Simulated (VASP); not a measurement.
Write the native input for VASP 6.6.1 that does the following.

```
Task                   : band structure
Functional             : PBE
Potentials or basis    : VASP PAW PBE potentials, release 64 (Al, B, P)
Cutoff                 : 520 eV
k mesh                 : 10 × 10 × 4
Occupations            : gaussian, width 0.1 eV
Spin                   : no spin polarisation
Further INCAR settings : ALGO = Normal; EDIFF = 1e-07; NBANDS = 26
```

The structure of AlB3P4 lies in POSCAR:

```
AlB3P4
1.0
    3.3435800000      0.0000000000      0.0000000000
    0.0000000000      3.3435800000      0.0000000000
    0.0000000000      0.0000000000      9.8333600000
Al B P
1 3 4
Direct
    0.0000000000      0.0000000000      0.0000000000
    0.5000000000      0.5000000000      0.7273140000
    0.0000000000      0.0000000000      0.5000000000
    0.5000000000      0.5000000000      0.2726860000
    0.0000000000      0.5000000000      0.6136170000
    0.5000000000      0.0000000000      0.3863830000
    0.0000000000      0.5000000000      0.1608160000
    0.5000000000      0.0000000000      0.8391840000
```

The cell was built by a generator and needn't be a form met in nature.

The input as run:

INCAR

```
SYSTEM = AlB3P4
PREC     = Accurate       ! precision mode
ENCUT    = 520            ! plane-wave cutoff, eV
EDIFF    = 1E-7           ! SCF threshold, eV
ISMEAR   = 0              ! smearing method
SIGMA    = 0.1            ! smearing width, eV
LREAL    = .False.        ! projectors in reciprocal space
LASPH    = .True.         ! aspherical terms in the spheres
NELM     = 100            ! most SCF steps
ALGO     = Normal         ! electronic algorithm
ISIF     = 2              ! what is computed and relaxed
LWAVE    = .False.        ! write WAVECAR
LCHARG   = .False.        ! write CHGCAR
GGA      = PE             ! functional
NBANDS   = 26             ! bands
KPAR     = 4
```

KPOINTS

```
regular mesh
0
Gamma
  10 10 4
  0 0 0
```

KPOINTS_OPT

```
path GXMGZRAZ,XR,MA
20
line-mode
reciprocal
 0.0000000000  0.0000000000  0.0000000000  G
 0.0000000000  0.5000000000  0.0000000000  X

 0.0000000000  0.5000000000  0.0000000000  X
 0.5000000000  0.5000000000  0.0000000000  M

 0.5000000000  0.5000000000  0.0000000000  M
 0.0000000000  0.0000000000  0.0000000000  G

 0.0000000000  0.0000000000  0.0000000000  G
 0.0000000000  0.0000000000  0.5000000000  Z

 0.0000000000  0.0000000000  0.5000000000  Z
 0.0000000000  0.5000000000  0.5000000000  R

 0.0000000000  0.5000000000  0.5000000000  R
 0.5000000000  0.5000000000  0.5000000000  A

 0.5000000000  0.5000000000  0.5000000000  A
 0.0000000000  0.0000000000  0.5000000000  Z

 0.0000000000  0.5000000000  0.0000000000  X
 0.0000000000  0.5000000000  0.5000000000  R

 0.5000000000  0.5000000000  0.0000000000  M
 0.5000000000  0.5000000000  0.5000000000  A
```

Potentials or basis: VASP PAW PBE potentials, release 64 (Al, B, P).

Run with:

```bash
$ cat potpaw_PBE.64/Al/POTCAR potpaw_PBE.64/B/POTCAR potpaw_PBE.64/P/POTCAR > POTCAR
$ mpirun -np 4 vasp_std > vasp.out
```

Results of the run:

The pressure is 0.0 GPa, the band gap on the k mesh is 0.51 eV, indirect (least direct gap 0.60 eV) and the band gap along the path is 0.49 eV, indirect (least direct gap 0.59 eV).

It took 81 s on 4 MPI ranks on AMD EPYC 9R45 96-Core Processor (Zen 5) (shared host), peak memory 0.4 GiB a rank.
